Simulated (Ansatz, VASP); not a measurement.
## Two plane-wave programs on Y2Si3O

```
CELL_PARAMETERS angstrom
5.61387 0.00000 0.00000
-2.80694 4.86176 0.00000
0.00000 0.00000 4.84446
ATOMIC_POSITIONS crystal
Y 0.33333 0.66667 0.50000
Y 0.66667 0.33333 0.50000
Si 0.50000 0.00000 0.00000
Si 0.00000 0.50000 0.00000
Si 0.50000 0.50000 0.00000
O 0.00000 0.00000 0.00000
```

Alike in both runs: functional PBE; k mesh 6 × 6 × 4; occupations gaussian, width 0.1 eV; no spin polarisation.

Ansatz relaxed the structure, and its values are those at the end. VASP's run is a single point on that final structure, the one shown.

|  | VASP | Ansatz |
| --- | --- | --- |
| version | VASP 6.6.1 | Ansatz 0.2.0 |
| potentials or method | VASP PAW PBE potentials, release 64 (Y_sv, Si, O) | scalar-relativistic, plane waves, PAW |
| plane-wave cutoff (eV) | 520 | 420 |
| valence electrons in the cell | 40 | 40 |

Ansatz gave:

```
gap on the k mesh at the Fermi level (eV) : none
pressure (GPa)                            : 0.1
```

Question: What did VASP give for the same quantities?

Answer: gap on the k mesh at the Fermi level (eV): none; pressure (GPa): 0.0.

A gap of «none» marks a metal or a gap that the smearing closes.
